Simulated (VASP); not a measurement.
# K4Ru (Pm-3m) in VASP: single point with PBE

Aim: the single point of K4Ru with PBE.

All numbers are computed with VASP 6.6.1; they aren't measurements. Logs are shortened: lines on timing, memory, paths and dates and some standing lists are left out, and cuts for length are marked.

## Step 1: The cell of the first run

Symmetry: Pm-3m, No. 221, cubic system. The conventional cell has a = 6.553 Å, b = 6.553 Å, c = 6.553 Å, α = 90.00°, β = 90.00°, γ = 90.00°. Around K (site symmetry 4/mmm) lie 2 Ru at 3.28 Å. Ru (site symmetry m-3m) has 6 K at 3.28 Å as nearest neighbours.

The cell was built by a generator and needn't be a form met in nature.

## Step 2: Single point, PBE, collinear spin, typed start (random cell by space group and Wyckoff sites (Pm-3m, No. 221))

Contents of INCAR:

```
ALGO = Normal
EDIFF = 1E-6
ENCUT = 520
GGA = PE
ISIF = 2
ISMEAR = 0
ISPIN = 2
LASPH = T
LCHARG = F
LMAXMIX = 4
LORBIT = 11
LREAL = F
LWAVE = F
MAGMOM = 0 0 0 0 2.18
NBANDS = 37
NELM = 150
PREC = Accurate
SIGMA = 0.1
```

Contents of KPOINTS:

```
k-points
0
Gamma
  6 6 6
```

Contents of POSCAR:

```
K4Ru
1.0
    6.5531136051      0.0000000000      0.0000000000
    0.0000000000      6.5531136051      0.0000000000
    0.0000000000      0.0000000000      6.5531136051
K Ru
4 1
Direct
    0.0000000000      0.5000000000      0.5000000000
    0.5000000000      0.0000000000      0.5000000000
    0.5000000000      0.5000000000      0.0000000000
    0.0000000000      0.0000000000      0.0000000000
    0.5000000000      0.5000000000      0.5000000000
```

Potentials or basis: VASP PAW PBE potentials, release 64 (K_sv, Ru_pv).

On the command line:

```sh
$ cat potpaw_PBE.64/K_sv/POTCAR potpaw_PBE.64/Ru_pv/POTCAR > POTCAR
$ mpirun -np 1 vasp_std > vasp.out
```

OUTCAR:

```text
EDIFF = 1E-6
   ENCUT = 520
   GGA = PE
   ISIF = 2
   ISMEAR = 0
   ISPIN = 2
   LASPH = T
   LORBIT = 11
   LREAL = F
   NELM = 150
   PREC = Accurate

 ion  position               nearest neighbor table
   1  0.000  0.500  0.500-   5 3.28   5 3.28
   2  0.500  0.000  0.500-   5 3.28   5 3.28
   3  0.500  0.500  0.000-   5 3.28   5 3.28
   4  0.000  0.000  0.000-
   5  0.500  0.500  0.500-   1 3.28   2 3.28   3 3.28   3 3.28   2 3.28   1 3.28

  LATTYP: Found a simple cubic cell.
 ALAT       =     6.5531136051

  Lattice vectors:

 A1 = (   6.5531136051,   0.0000000000,   0.0000000000)
 A2 = (   0.0000000000,   6.5531136051,   0.0000000000)
 A3 = (   0.0000000000,   0.0000000000,   6.5531136051)

Analysis of symmetry for initial positions (statically):
=====================================================================
 Subroutine PRICEL returns:
 Original cell was already a primitive cell.

 Routine SETGRP: Setting up the symmetry group for a
 simple cubic supercell.

 Subroutine GETGRP returns: Found 48 space group operations
 (whereof 48 operations were pure point group operations)
 out of a pool of 48 trial point group operations.

The static configuration has the point symmetry O_h .

Analysis of symmetry for dynamics (positions and initial velocities):
=====================================================================
 Subroutine PRICEL returns:
 Original cell was already a primitive cell.

 Routine SETGRP: Setting up the symmetry group for a
 simple cubic supercell.

 Subroutine GETGRP returns: Found 48 space group operations
 (whereof 48 operations were pure point group operations)
 out of a pool of 48 trial point group operations.

The dynamic configuration has the point symmetry O_h .

Analysis of structural, dynamic, and magnetic symmetry:
=====================================================================
 Subroutine PRICEL returns:
 Original cell was already a primitive cell.

 Routine SETGRP: Setting up the symmetry group for a
 simple cubic supercell.

 Subroutine GETGRP returns: Found 48 space group operations
 (whereof 48 operations were pure point group operations)
 out of a pool of 48 trial point group operations.

The overall configuration has the point symmetry O_h .

 Subroutine INISYM returns: Found 48 space group operations
 (whereof 48 operations are pure point group operations),
 and found     1 'primitive' translations

[... 123 lines left out ...]
   IVDW    =     0    specifies the selected vdW correction
   LEPSILON=     F    determine dielectric tensor
   LRPA    =     F    only Hartree local field effects (RPA)
 spin polarized calculation
 Gauss-broadening in eV      SIGMA  =   0.10
  energy-cutoff  :      520.00
  volume of cell :      281.41
 maximum number of plane-waves:      7624
 NGX is ok and might be reduce to    50
   NGX = 25   NGY = 25   NGZ = 25

 number of electron      49.9999982 magnetization       1.9979783

 Free energy of the ion-electron system (eV)
  ---------------------------------------------------
  ext. energy  EPLUGINS =         0.00000000
  ---------------------------------------------------
  free energy    TOTEN  =        -9.28648745 eV

  energy without entropy =       -9.26993726  energy(sigma->0) =       -9.27821236

 E-fermi :   0.3427     XC(G=0):  -6.2798

 val. band max:        0.3172535884   @ k =   0.1667   0.1667   0.0000
 cond. band min:       0.3718725849   @ k =   0.3333   0.3333   0.1667
 fundamental gap:      0.0546189965
 Fermi energy:         0.3427431165

 spin component 1

 k-point     1 :       0.0000    0.0000    0.0000
  band No.  band energies     occupation
      1     -41.8611      1.00000
      2     -41.8611      1.00000
      3     -41.8611      1.00000
      4     -31.9377      1.00000
      5     -31.0235      1.00000
      6     -31.0186      1.00000
[... 789 lines left out ...]
     36       4.5231      0.00000
     37       4.5231      0.00000
 Fermi energy:         0.3427431165

 spin component 2

 k-point     1 :       0.0000    0.0000    0.0000
  band No.  band energies     occupation
      1     -40.4670      1.00000
      2     -40.4670      1.00000
      3     -40.4667      1.00000
      4     -31.9388      1.00000
      5     -31.0205      1.00000
      6     -31.0156      1.00000
[... 789 lines left out ...]
     36       4.5391      0.00000
     37       4.5424      0.00000

------------------------ aborting loop because EDIFF is reached ----------------------------------------

  FORCE on cell =-STRESS in cart. coord.  units (eV):
  Direction    XX          YY          ZZ          XY          YZ          ZX
  --------------------------------------------------------------------------------------
  -------------------------------------------------------------------------------------
  Total        0.0130461      0.0130461      0.0130461      0.0000000      0.0000000      0.0000000
  in kB        0.0742761      0.0742761      0.0742761      0.0000000      0.0000000      0.0000000
  external PRESSURE =       0.0742761 kB  Pullay stress =       0.0000000 kB

 VOLUME and BASIS-vectors are now :
 -----------------------------------------------------------------------------
  energy-cutoff  :      520.00
  volume of cell :      281.41
      direct lattice vectors                 reciprocal lattice vectors
     6.553113605  0.000000000  0.000000000     0.152599216  0.000000000  0.000000000
     0.000000000  6.553113605  0.000000000     0.000000000  0.152599216  0.000000000
     0.000000000  0.000000000  6.553113605     0.000000000  0.000000000  0.152599216

 POSITION                                       TOTAL-FORCE (eV/Angst)
 -----------------------------------------------------------------------------------
      0.00000      3.27656      3.27656         0.000000      0.000000      0.000000
      3.27656      0.00000      3.27656         0.000000      0.000000      0.000000
      3.27656      3.27656      0.00000         0.000000      0.000000      0.000000
      0.00000      0.00000      0.00000         0.000000      0.000000      0.000000
      3.27656      3.27656      3.27656         0.000000      0.000000      0.000000
 -----------------------------------------------------------------------------------
    total drift:                                0.000000     -0.000000      0.000000

  FREE ENERGIE OF THE ION-ELECTRON SYSTEM (eV)
  ---------------------------------------------------
  free  energy   TOTEN  =        -9.2864874544 eV

  energy  without entropy=       -9.2699372602  energy(sigma->0) =       -9.27821236

 total charge

# of ion       s       p       d       tot
------------------------------------------
    1        1.975   5.560   0.026   7.561
    2        1.975   5.560   0.026   7.561
    3        1.975   5.560   0.026   7.561
    4        1.983   5.547   0.004   7.535
    5        0.345   5.980   6.105  12.430
--------------------------------------------------
tot          8.254  28.209   6.186  42.649

 magnetization (x)

# of ion       s       p       d       tot
------------------------------------------
    1       -0.001   0.003   0.001   0.003
    2       -0.001   0.003   0.001   0.003
    3       -0.001   0.003   0.001   0.003
    4        0.003  -0.004  -0.001  -0.001
    5        0.059   0.004   1.809   1.872
--------------------------------------------------
tot          0.059   0.010   1.812   1.881
```

OSZICAR:

```text
N       E                     dE             d eps       ncg     rms          rms(c)
DAV:   1     0.381765595637E+03    0.38177E+03   -0.22890E+04  3216   0.114E+03
DAV:   2     0.122571519730E+02   -0.36951E+03   -0.35352E+03  3328   0.340E+02
DAV:   3    -0.115170459504E+02   -0.23774E+02   -0.23558E+02  4262   0.698E+01
DAV:   4    -0.126437753037E+02   -0.11267E+01   -0.11217E+01  4539   0.138E+01
DAV:   5    -0.127055201650E+02   -0.61745E-01   -0.61740E-01  4256   0.198E+00    0.141E+01
DAV:   6    -0.232834434280E+02   -0.10578E+02   -0.79695E+01  3627   0.183E+01    0.346E+01
DAV:   7    -0.943627969571E+01    0.13847E+02   -0.37102E+01  3255   0.107E+01    0.590E+00
DAV:   8    -0.891917826644E+01    0.51710E+00   -0.28197E+00  3217   0.370E+00    0.336E+00
DAV:   9    -0.908921623897E+01   -0.17004E+00   -0.95098E-01  3543   0.252E+00    0.327E+00
DAV:  10    -0.924033381001E+01   -0.15112E+00   -0.32672E-01  3412   0.143E+00    0.224E+00
DAV:  11    -0.928503264214E+01   -0.44699E-01   -0.10345E-01  3469   0.888E-01    0.113E+00
DAV:  12    -0.928625639376E+01   -0.12238E-02   -0.21161E-02  3518   0.505E-01    0.475E-01
DAV:  13    -0.928701119014E+01   -0.75480E-03   -0.14709E-02  3300   0.309E-01    0.351E-01
DAV:  14    -0.928662157175E+01    0.38962E-03   -0.17955E-03  3516   0.137E-01    0.166E-01
DAV:  15    -0.928639468498E+01    0.22689E-03   -0.13736E-03  3652   0.102E-01    0.387E-02
DAV:  16    -0.928647106169E+01   -0.76377E-04   -0.19738E-04  3825   0.331E-02    0.277E-02
DAV:  17    -0.928648754840E+01   -0.16487E-04   -0.10983E-04  3275   0.247E-02    0.926E-03
DAV:  18    -0.928648745436E+01    0.94034E-07   -0.76204E-06  3147   0.750E-03
   1 F= -.92864875E+01 E0= -.92782124E+01  d E =-.165502E-01  mag=     1.9965
```

Run time: 3.5 min. Hardware: 1 thread of Intel Xeon 6975P-C (Granite Rapids), shared host; peak memory 0.6 GiB.

Results:

```
Free energy                                           : -9.2865 eV
Pressure                                              : 0.0 GPa
Band gap on the k mesh                                : none (metal or under the smearing width)
Net moment                                            : 2.00 μB per cell
Site moments                                          : K +0.00, -0.00; Ru +1.87 μB
Valence electrons inside the program's atomic spheres : K 7.56, 7.54; Ru 12.43
```

Levels at points of the mesh, in eV from the Fermi level:
Spin up:
| k point | band 23 | band 24 | band 25 | band 26 | band 27 | band 28 | band 29 | band 30 |
| --- | --- | --- | --- | --- | --- | --- | --- | --- |
| (0.00, 0.00, 0.00) | -1.20 | -1.20 | -1.20 | -0.05 | 1.34 | 1.34 | 1.51 | 1.51 |
| (0.50, 0.00, 0.00) | -1.20 | -1.17 | -1.17 | -1.00 | 0.98 | 1.72 | 1.72 | 1.76 |
| (0.50, 0.50, 0.00) | -1.21 | -1.16 | -1.16 | -0.14 | -0.14 | 0.16 | 1.98 | 2.51 |
| (0.50, 0.50, 0.50) | -1.15 | -1.15 | -0.88 | 0.37 | 0.37 | 0.37 | 0.56 | 1.16 |
Spin down:
```tsv
k point	band 21	band 22	band 23	band 24	band 25	band 26	band 27	band 28
(0.00, 0.00, 0.00)	-0.51	-0.51	-0.51	0.09	0.09	0.28	1.39	1.39
(0.50, 0.00, 0.00)	-1.04	-0.49	-0.47	-0.47	0.16	0.47	1.16	1.70
(0.50, 0.50, 0.00)	-0.68	-0.45	-0.45	-0.18	-0.18	0.36	0.39	0.54
(0.50, 0.50, 0.50)	-0.48	-0.48	-0.40	0.38	0.38	0.38	0.54	0.55
```
